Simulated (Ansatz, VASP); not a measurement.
# Y11Al5Si14O52 (amorphous 64SiO2-25Y2O3-11Al2O3 (mol %)) in two plane-wave programs, part 2 of 2

Aim: how closely do two programs agree when they are given the same cell, functional and k mesh? The cell is taken from a series of runs on this material, whose earlier steps may have relaxed, scaled, displaced or heated it; both programs get it as it stands.

VASP 6.6.1 and Ansatz 0.2.0.

So far: Set-up; Ansatz: single point, LDA.

## (3) VASP: single point, LDA

Level of this step: LDA; plane waves and PAW (Si, Y_sv, Al, O) (VASP).

The same cell, functional (in two slightly different forms), mesh and smearing now go to VASP, with its own data sets.

Lines of VASP's logs that name or quote its potential files are left out, and so is its time.

The input, INCAR:

```
SYSTEM = Y11Al5Si14O52
PREC = Accurate
ENCUT = 600
EDIFF = 1E-06
NELM = 120
ISMEAR = -1
SIGMA = 0.05
LREAL = Auto
ALGO = Normal
GGA = CA
NBANDS = 618
LASPH = .TRUE.
LORBIT = 11
LWAVE = .FALSE.
LCHARG = .FALSE.
ISIF = 2
GGA_COMPAT = .FALSE.
EFERMI = MIDGAP
```

The input, POSCAR:

```
Y11Al5Si14O52
1.0
   13.1473100000      0.0000000000      0.0000000000
    0.0000000000     13.1473100000      0.0000000000
    0.0000000000      0.0000000000     13.1473100000
Si Y Al O
28 22 10 104
Direct
    0.6342700000      0.8412300000      0.8284000000
    0.5122000000      0.4975100000      0.1216700000
    0.7498400000      0.0408900000      0.1745100000
    0.0977700000      0.0011600000      0.9808400000
    0.7263600000      0.7278900000      0.2109500000
    0.2292100000      0.5036800000      0.5494900000
    0.7913700000      0.9382900000      0.9605600000
    0.3067400000      0.6994700000      0.0307400000
    0.8051900000      0.6081400000      0.5441000000
    0.7790700000      0.4352400000      0.7176500000
    0.7187100000      0.2019200000      0.4208200000
    0.9233600000      0.9456800000      0.5453800000
    0.3539100000      0.2162300000      0.7035200000
    0.8420800000      0.7941000000      0.7027700000
    0.9574900000      0.8057100000      0.1902900000
    0.3235500000      0.2509200000      0.9867300000
    0.8982800000      0.3075300000      0.3070200000
    0.1163700000      0.8099700000      0.5482100000
    0.3603400000      0.1623600000      0.4610000000
    0.2976300000      0.6111500000      0.2573500000
    0.2268200000      0.9850800000      0.1874800000
    0.5580100000      0.0364700000      0.5060100000
    0.4947200000      0.0796100000      0.9467200000
    0.4215200000      0.7767800000      0.3882600000
    0.8281800000      0.1398200000      0.8468600000
    0.6553900000      0.2357900000      0.9863500000
    0.3390300000      0.8426700000      0.5964700000
    0.0274600000      0.6655600000      0.7175500000
    0.0012200000      0.4344200000      0.5721500000
    0.1440900000      0.2440100000      0.1359600000
[... 128 atom lines left out ...]
    0.9375400000      0.1782600000      0.8105900000
    0.8342500000      0.0242100000      0.8870900000
    0.3437200000      0.0090600000      0.1865700000
    0.8189500000      0.0102800000      0.2715600000
    0.5046200000      0.7114400000      0.4550800000
    0.2068200000      0.9669600000      0.0531600000
```

The input, KPOINTS:

```
Automatic mesh
0
Gamma
1 1 1
0 0 0
```

The projector-augmented-wave data sets are Si, Y_sv, Al and O (LDA family, release 64).

On the command line:

```bash
$ export OMP_NUM_THREADS=3
$ mpirun -np 1 vasp_gam
```

Numbers of over 12 decimals in the logs are rounded to 6 here.

Output:

```text
[banner, memory and clock lines left out]
running    1 mpi-ranks, on    1 nodes
[...]
Offloading initialized ...    1 GPUs detected
[...]
LDA part: xc-table for (Slater(with rela. corr.)+CA(PZ))
 , standard interpolation
 POSCAR, INCAR and KPOINTS ok, starting setup
[...]
entering main loop
       N       E                     dE             d eps       ncg     rms          rms(c)
DAV:   1     0.106744380251E+05    0.10674E+05   -0.64801E+05  1236   0.185E+03
DAV:   2    -0.651875548599E+03   -0.11326E+05   -0.10926E+05  1518   0.457E+02
DAV:   3    -0.162261701142E+04   -0.97074E+03   -0.96448E+03  1464   0.135E+02
DAV:   4    -0.167576929105E+04   -0.53152E+02   -0.53008E+02  1792   0.243E+01
[...]
DAV:  19    -0.145074529131E+04    0.62012E-05   -0.71877E-05  1544   0.162E-02    0.963E-03
DAV:  20    -0.145074529076E+04    0.54969E-06   -0.13773E-05  1488   0.631E-03    0.655E-03
DAV:  21    -0.145074529051E+04    0.25365E-06   -0.14835E-06   888   0.245E-03
   1 F= -.14507453E+04 E0= -.14507453E+04  d E =-.570044E-11
```

Parts of OUTCAR (step 3):

```text
  Total     -102.7799830    -71.9370859    -90.2364875      0.3072062      7.6643923      1.3204710
  in kB      -72.4616825    -50.7169016    -63.6182992      0.2165858      5.4035304      0.9309551
  external PRESSURE =     -62.2656278 kB  Pullay stress =       0.0000000 kB

  FREE ENERGIE OF THE ION-ELECTRON SYSTEM (eV)
  ---------------------------------------------------
  free  energy   TOTEN  =     -1450.7452905103 eV

  energy  without entropy=    -1450.7452905103  energy(sigma->0) =    -1450.74529051

[... 3 further parts left out ...]
[key lines of the parts left out:]
E-fermi :   3.6552
```

The run ends at a pressure of -6.23 GPa, with forces up to 2.7 eV/Å.

## (4) Differences

Known differences besides the potentials themselves: the two LDA forms differ slightly; the cutoff is 420 eV in Ansatz and 600 eV in VASP (PREC = Accurate, projectors in real space); VASP's log shows a relativistic correction to its local exchange, Ansatz's none. Total energies have different zeros and are not compared.

Compared:

```csv
quantity,Ansatz,VASP,difference
pressure (GPa),-6.50,-6.23,-0.28
gap on the k mesh (eV),2.764,2.764,+0.001
```

Forces on 10 of the 164 atoms, those with the largest forces and the largest differences (eV/Å; atoms numbered as in POSCAR):

```csv
atom,"Ansatz x, y, z","VASP x, y, z"
Si1,"2.543, -0.183, 0.927","2.528, -0.197, 0.890"
Y33,"-0.227, -2.232, -1.126","-0.219, -2.224, -1.107"
Y40,"0.978, -1.788, -1.023","0.971, -1.768, -1.001"
O86,"0.505, 0.946, 1.204","0.521, 1.076, 1.268"
O97,"1.072, 0.966, 0.973","1.141, 1.048, 1.056"
O115,"0.526, -1.263, -1.601","0.559, -1.325, -1.655"
O121,"1.642, 0.328, -1.680","1.734, 0.332, -1.759"
O144,"0.452, -1.897, -0.340","0.520, -2.040, -0.323"
O152,"-0.040, 2.046, 0.135","-0.008, 2.168, 0.108"
O161,"2.159, -0.486, -0.193","2.283, -0.460, -0.196"
```

The forces differ by 41 meV/Å r.m.s., which is 5.6 % of the r.m.s. force of 0.734 eV/Å (both taken over all components). A gap on the mesh is an upper bound, since the band edges may lie between its points.

## (5) Outcome

| Quantity | Value |
| --- | --- |
| r.m.s. force difference (single point, LDA) | 5.6 % of the r.m.s. force |

What this shows: The r.m.s. force difference is 5.6 % of the r.m.s. force (single point, LDA), beyond the 3 % picked in this series as the mark of a large difference. What causes the difference of the single point, LDA pair stays open here. Such differences can come from data sets, numerical settings and the points named under the comparisons, not from the functional's error against experiment.

[Lines on the potential files, build, host, timing and source positions are cut from VASP's logs without a mark.]

[Logs are printed without paths, hosts, clocks, repeated set-up lines and the standing remarks that a program may print on its own settings, such as how far it seeks lower states.]

[Hosts, paths, dates, database ids (printed as entryN), source tags and the programs' standing remarks are cut or masked in the printed files.]
